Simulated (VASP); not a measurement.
Write the native input for VASP 6.6.1 that does the following.

```
Task                   : relaxation of the atoms
Functional             : PBE
Potentials or basis    : VASP PAW PBE potentials, release 64 (Na_pv, Cl)
Cutoff                 : 600 eV
k mesh                 : 8 × 8 × 8
Occupations            : gaussian, width 0.03 eV
Spin                   : no spin polarisation
Further INCAR settings : ALGO = Normal; EDIFF = 1e-07; IBRION = 2; EDIFFG = -0.01; NSW = 40
```

The structure of NaCl lies in POSCAR:

```
NaCl                                    
1.0
    0.0000000000      2.7906905579      2.7906905579
    2.7906905579     -0.0000000000      2.7906905579
    2.7906905579      2.7906905579      0.0000000000
  Na              Cl            
     1     1
Direct
     0.0000000000000000    1.0000000000000000    1.0000000000000000
     0.5000000000000000    0.5000000000000000    0.5000000000000000
```

The cell isn't the ideal one: a relaxed cell with its volume scaled by 0.94.

These files were run (other wordings do the same):

INCAR

```
ALGO = Normal ; EDIFF = 1E-7
EDIFFG = -0.01 ; ENCUT = 600
GGA = PE ; IBRION = 2
ISIF = 2 ; ISMEAR = 0
LASPH = T ; LCHARG = F
LREAL = F ; LWAVE = F
NELM = 80 ; NSW = 40
PREC = Accurate ; SIGMA = 0.03
```

KPOINTS

```
k-points
0
Gamma
  8 8 8
```

Potentials or basis: VASP PAW PBE potentials, release 64 (Na_pv, Cl).

Run with:

```console
$ cat potpaw_PBE.64/Na_pv/POTCAR potpaw_PBE.64/Cl/POTCAR > POTCAR
$ mpirun -np 1 vasp_std > vasp.out
```

It gave:

```
Pressure after relaxing : 1.7 GPa
Band gap on the k mesh  : 5.23 eV, direct
```

Caveat: the relaxation stopped at its first step, so nothing moved.

Wall time 11 s on 1 thread of AMD EPYC 9R45 (Zen 5) (shared host), peak memory 0.14 GiB.
